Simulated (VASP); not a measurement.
```yaml
crystal:
  lattice:
    - [1.50168, 0.86700, 5.76872]
    - [-1.50168, 0.86700, 5.76872]
    - [0.00000, -1.73399, 5.76872]
  atoms:
    - { symbol: Al, position: [0.80704, 0.80704, 0.80704] }
    - { symbol: Al, position: [0.30672, 0.30672, 0.30672] }
    - { symbol: O, position: [0.97183, 0.97183, 0.97183] }
    - { symbol: O, position: [0.41790, 0.41790, 0.41790] }
    - { symbol: O, position: [0.19349, 0.19349, 0.19349] }
```

Level of theory: r2SCAN meta-GGA, VASP's PBE PAW potentials (set 64) (plane waves; VASP 6.6.1). Run with 520 eV cut-off, 10×10×10 Γ-centred mesh, tetrahedra with Blöchl corrections, potentials Al O.

Q: Give the energies of bands 4 to 15 at the high-symmetry points, in eV from the valence-band maximum.

A: 
| band | Γ | T | H2 | L | S0 | F |
|---|---|---|---|---|---|---|
| 4 | -5.08 | -6.13 | -6.78 | -7.50 | -6.71 | -7.39 |
| 5 | -4.52 | -4.00 | -6.30 | -5.79 | -6.42 | -6.13 |
| 6 | -3.99 | -4.00 | -5.50 | -5.21 | -5.38 | -5.01 |
| 7 | -3.99 | -2.15 | -4.51 | -4.57 | -4.75 | -4.67 |
| 8 | -1.96 | -1.89 | -4.29 | -3.04 | -4.11 | -2.66 |
| 9 | -1.96 | -1.89 | -3.25 | -2.95 | -3.33 | -2.60 |
| 10 | -1.03 | -1.80 | -2.28 | -2.35 | -2.10 | -2.39 |
| 11 | -1.03 | -1.09 | -1.49 | -1.17 | -1.62 | -1.46 |
| 12 | 0.00 | -1.09 | -0.90 | -0.91 | -0.90 | -1.21 |
| 13 | 5.08 | 6.52 | 8.91 | 7.75 | 8.92 | 7.56 |
| 14 | 8.58 | 7.32 | 10.84 | 9.03 | 10.84 | 9.12 |
| 15 | 8.74 | 8.59 | 11.30 | 10.58 | 11.32 | 10.16 |

The gap is direct, 5.08 eV, from the valence maximum at Γ to the conduction minimum at Γ.

The structure comes from a computed database's Al2O3 entry (R3m); how it stands against other phases isn't given here. It was relaxed first.
